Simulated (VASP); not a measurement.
Set up this calculation in VASP 6.6.1, as the native input.

```yaml
Task: relaxation of cell and atoms
Functional: PBE
Potentials_or_basis: VASP PAW PBE potentials, release 64 (Nb_sv, B)
Cutoff: 520 eV
k_mesh: 5 × 5 × 7
Occupations: gaussian, width 0.15 eV
Spin: no spin polarisation
Further_INCAR_settings: PREC = Normal; LREAL = Auto; ALGO = Fast; EDIFF = 1e-05; ISYM = 0; IBRION = 2; EDIFFG = -0.03; NSW = 110; ISIF = 3
```

The structure of Nb3B5 lies in POSCAR:

```
Nb3B5
1.0
    5.3085917200     -0.0229851500      0.0335307600
   -2.6742015800      4.6149064400      0.0054069200
    0.0199319100      0.0152189800      3.1644028600
Nb B
3 5
Direct
    0.0005717400      0.6877603700      0.0249059300
    0.3327410700      0.3404065900      0.0078777900
    0.6679666700      0.9742319600      0.9978671500
    0.6508358000      0.3204307300      0.4941343900
    0.3470370500      0.6832091500      0.4762477500
    0.9991560000      0.3521023100      0.5034408500
    0.3400419000      0.9983429100      0.4807073300
    0.6612149900      0.6624745900      0.4921125900
```

The cell was built by a generator and needn't be a form met in nature.

The input as run:

INCAR

```
SYSTEM = Nb3B5
ALGO = Fast
EDIFF = 1E-5
EDIFFG = -0.03
ENCUT = 520
GGA = PE
IBRION = 2
ISIF = 3
ISMEAR = 0
ISYM = 0
KPAR = 4
LASPH = .TRUE.
LCHARG = .FALSE.
LREAL = Auto
LWAVE = .FALSE.
NELM = 80
NSW = 110
PREC = Normal
SIGMA = 0.15
```

KPOINTS

```
k-points
0
G
  5 5 7
  0 0 0
```

Potentials or basis: VASP PAW PBE potentials, release 64 (Nb_sv, B).

The run is started by

```console
$ cat potpaw_PBE.64/Nb_sv/POTCAR potpaw_PBE.64/B/POTCAR > POTCAR
$ mpirun -np 4 vasp_std > vasp.out
```

It gave:

The relaxed volume is 10.17 Å³/atom, the relaxed cell is a = 5.409 Å, b = 5.408 Å, c = 3.211 Å, α = 89.99°, β = 90.01°, γ = 120.00° and the space group after relaxing (to 0.05 Å) is P-62m (No. 189). The energy gained by relaxing is 106.1 meV/atom and the ionic steps are 11. The pressure after relaxing is -0.1 GPa and the largest force after relaxing is 0.023 eV/Å. The band gap on the k mesh is none (metal or under the smearing width).

Run time: 11 min on 4 MPI ranks on AMD EPYC 7R43 64-Core Processor (Zen 3), on a shared host, peak memory 0.21 GiB a rank.
